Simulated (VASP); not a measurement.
Here is a VASP 6.6.1 calculation.

The input INCAR:

```
SYSTEM = PtF2
ALGO = Normal ; EDIFF = 1E-7
ENCUT = 520 ; GGA_COMPAT = .False.
ISIF = 2 ; ISMEAR = 0
LASPH = .True. ; LCHARG = .False.
LDAU = .True. ; LDAUJ = 0 0
LDAUL = 2 -1 ; LDAUPRINT = 1
LDAUTYPE = 2 ; LDAUU = 7 0
LMAXMIX = 4 ; LORBIT = 11
LORBMOM = .True. ; LREAL = .False.
LSORBIT = .True. ; LWAVE = .False.
MAGMOM = 0.002 -0.008 -0.006 0 0 0 0 0 0 ; NELM = 80
PREC = Accurate ; SIGMA = 0.05
```

KPOINTS

```
k-points
0
Gamma
  7 7 4
  0 0 0
```

Contents of POSCAR:

```
PtF2
1.0
    3.0364826400      0.0000000000      0.0000000000
   -1.5182413200      2.6296711100      0.0000000000
    0.0000000000      0.0000000000      4.8984767100
Pt F
1 2
Direct
    0.0000000000      0.0000000000      0.0000000000
    0.3333333333      0.6666666667      0.2520000000
    0.6666666667      0.3333333333      0.7480000000
```

Potentials or basis: VASP PAW LDA potentials, release 64 (Pt, F).

Command:

```sh
$ cat potpaw_LDA.64/Pt/POTCAR potpaw_LDA.64/F/POTCAR > POTCAR
$ mpirun -np 1 vasp_ncl > vasp.out
```

Task: What does it give for the net moment?

Result: 0.00 μB per cell.

Task: Predict the largest force.

Result: 0.592 eV/Å.

Task: What does it give for the pressure?

Result: 9.6 GPa.

Stress tensor (GPa, compression positive):
```
12.24 -0.01  0.00
-0.01 12.18  0.01
 0.00  0.01  4.43
```

The state reached can hang on the start; a lower one may exist.
